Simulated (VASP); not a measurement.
The system is Zn4Te3O.

```
Zn Te O
1.0
    -3.38729    3.38729    3.72157
     3.38729   -3.38729    3.72157
     3.38729    3.38729   -3.72157
Zn Te O
4 3 1
Cartesian
  1.8297 1.8297 0.0000
  1.5576 1.5576 3.7216
  1.5576 -1.5576 3.7216
  -1.5576 1.5576 3.7216
  0.0000 3.3873 0.0000
  3.3873 0.0000 0.0000
  0.0000 0.0000 0.0000
  0.0000 0.0000 3.7216
```

The cell was built by a generator and needn't be a form met in nature.

| Quantity | Value |
| --- | --- |
| Program | VASP 6.6.1 |
| Task | relaxation of cell and atoms |
| Functional | PBE |
| Potentials or basis | VASP PAW PBE potentials, release 64 (Zn, Te, O) |
| Cutoff | 520 eV |
| k mesh | 3 × 3 × 3 |
| Occupations | gaussian, width 0.15 eV |
| Spin | no spin polarisation |

At the start: pressure 17.2 GPa; volume 21.35 Å³/atom.

**Question.** Where does the relaxation end?

**Answer.** Over 19 steps the energy falls by 351.5 meV/atom and the volume is 28.94 Å³/atom (+35.5 %); space group I4/mmm (No. 139, to 0.05 Å).

The path:
| step | energy change (eV) | largest force (eV/Å) | pressure (GPa) | volume (Å³) |
| --- | --- | --- | --- | --- |
| 1 | 0.0000 | 1.9357 | 17.17 | 170.80 |
| 2 | -1.4188 | 0.6418 | -5.53 | 233.03 |
| 3 | -2.0492 | 0.9138 | -0.05 | 205.67 |
| 4 | -2.2610 | 0.8206 | 0.00 | 207.16 |
| 5 | -2.6993 | 0.1079 | 1.34 | 211.33 |
| 6 | -2.7041 | 0.2239 | 2.36 | 212.39 |
| 7 | -2.7380 | 0.4513 | -0.10 | 225.98 |
| 8 | -2.7470 | 0.3718 | 0.69 | 221.07 |
| 9 | -2.7740 | 0.1723 | 0.22 | 222.81 |
| 10 | -2.7805 | 0.0258 | 0.05 | 224.17 |
| 11 | -2.7971 | 0.0030 | 0.03 | 225.12 |
| 12 | -2.8050 | 0.0508 | 0.67 | 226.27 |
| 13 | -2.8102 | 0.0897 | 0.04 | 230.76 |
| 14 | -2.8096 | 0.1053 | -0.32 | 231.97 |
| 15 | -2.8100 | 0.0878 | -0.11 | 231.30 |
| 16 | -2.8101 | 0.0871 | -0.18 | 231.18 |
| 17 | -2.8102 | 0.0832 | -0.14 | 230.97 |
| 18 | -2.8102 | 0.0855 | -0.12 | 230.87 |
| 19 | -2.8121 | 0.0496 | 0.09 | 231.49 |

Final structure:
```yaml
crystal:
  lattice:
    - [-3.63484, 3.63484, 4.38035]
    - [3.63484, -3.63484, 4.38035]
    - [3.63484, 3.63484, -4.38035]
  atoms:
    - { symbol: Zn, position: [0.29308, 0.29308, 0.58615] }
    - { symbol: Zn, position: [0.70692, 0.70692, 0.41385] }
    - { symbol: Zn, position: [0.29308, 0.70692, 0.00000] }
    - { symbol: Zn, position: [0.70692, 0.29308, 0.00000] }
    - { symbol: Te, position: [0.50000, 0.00000, 0.50000] }
    - { symbol: Te, position: [0.00000, 0.50000, 0.50000] }
    - { symbol: Te, position: [0.00000, 0.00000, 0.00000] }
    - { symbol: O, position: [0.50000, 0.50000, 0.00000] }
```

Caveat: the k mesh is coarse (spacing up to 0.44 Å⁻¹), so the values aren't converged; the volume moved by over 15 % at a fixed basis, so the end points are rough.
